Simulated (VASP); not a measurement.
OSZICAR of a VASP run on RuAl (CsCl type):

File OSZICAR:
```
       N       E                     dE             d eps       ncg     rms          rms(c)
DAV:   1     0.108177652955E+03    0.10818E+03   -0.89811E+03  1360   0.125E+03
DAV:   2    -0.128273943287E+02   -0.12101E+03   -0.11664E+03  1504   0.338E+02
DAV:   3    -0.148984885494E+02   -0.20711E+01   -0.20283E+01  1560   0.460E+01
DAV:   4    -0.149203833462E+02   -0.21895E-01   -0.21723E-01  1544   0.473E+00
DAV:   5    -0.149210047208E+02   -0.62137E-03   -0.62135E-03  1704   0.658E-01    0.123E+01
DAV:   6    -0.143330045938E+02    0.58800E+00   -0.36473E+00  1408   0.218E+01    0.240E+00
DAV:   7    -0.142627389040E+02    0.70266E-01   -0.27389E-01  1408   0.625E+00    0.206E+00
DAV:   8    -0.142471017173E+02    0.15637E-01   -0.17173E-02  1480   0.126E+00    0.207E-01
DAV:   9    -0.142469973383E+02    0.10438E-03   -0.23726E-04  1588   0.145E-01    0.131E-01
DAV:  10    -0.142469937704E+02    0.35680E-05   -0.32685E-05  1628   0.763E-02    0.829E-03
DAV:  11    -0.142469925334E+02    0.12369E-05   -0.17612E-06   984   0.178E-02    0.504E-03
DAV:  12    -0.142469919890E+02    0.54442E-06   -0.97796E-08   716   0.360E-03
   1 F= -.14246992E+02 E0= -.14246553E+02  d E =-.142470E+02
       N       E                     dE             d eps       ncg     rms          rms(c)
DAV:   1    -0.146964567241E+02   -0.44946E+00   -0.65310E+00  1368   0.364E+01    0.533E+00
DAV:   2    -0.143148914717E+02    0.38157E+00   -0.30875E+00  1400   0.204E+01    0.218E+00
DAV:   3    -0.142431201059E+02    0.71771E-01   -0.21922E-01  1396   0.540E+00    0.448E-01
DAV:   4    -0.142424513882E+02    0.66872E-03   -0.12560E-02  1384   0.745E-01    0.153E-01
DAV:   5    -0.142426259299E+02   -0.17454E-03   -0.99025E-04  1612   0.371E-01    0.717E-02
DAV:   6    -0.142426692418E+02   -0.43312E-04   -0.96829E-05  1532   0.109E-01    0.131E-02
DAV:   7    -0.142426701361E+02   -0.89436E-06   -0.69777E-06  1624   0.271E-02
   2 F= -.14242670E+02 E0= -.14242245E+02  d E =0.432185E-02
       N       E                     dE             d eps       ncg     rms          rms(c)
DAV:   1    -0.144109660550E+02   -0.16830E+00   -0.23483E+00  1376   0.215E+01    0.363E+00
DAV:   2    -0.142667272690E+02    0.14424E+00   -0.96180E-01  1392   0.116E+01    0.135E+00
DAV:   3    -0.142504032356E+02    0.16324E-01   -0.56587E-02  1388   0.280E+00    0.342E-01
DAV:   4    -0.142502544457E+02    0.14879E-03   -0.46719E-03  1388   0.513E-01    0.728E-02
DAV:   5    -0.142502817607E+02   -0.27315E-04   -0.76939E-05  1600   0.781E-02    0.530E-02
DAV:   6    -0.142503041818E+02   -0.22421E-04   -0.23117E-05  1460   0.443E-02    0.680E-03
DAV:   7    -0.142503048887E+02   -0.70691E-06   -0.61519E-07  1084   0.837E-03
   3 F= -.14250305E+02 E0= -.14249872E+02  d E =-.331290E-02
```

Task: Which electronic solver shows in the log?

Result: It is blocked Davidson (ALGO = Normal, or the opening steps of other solvers). The INCAR had ALGO = Normal.

Task: Can the final energy be trusted as converged?

Result: The calculation finished and met its thresholds. It stopped with EDIFF = 1E-6, NELM = 100, NSW = 60 and EDIFFG = -0.01 after 3 ionic steps (PBE GGA, plane waves, VASP's PBE PAW potentials (set 64)).

The compound is RuAl in the CsCl type structure. This run relaxes it. Symmetry was kept, so distortions that lower it aren't found. The electron count is odd and the run is not spin-polarised, which forces a metal.
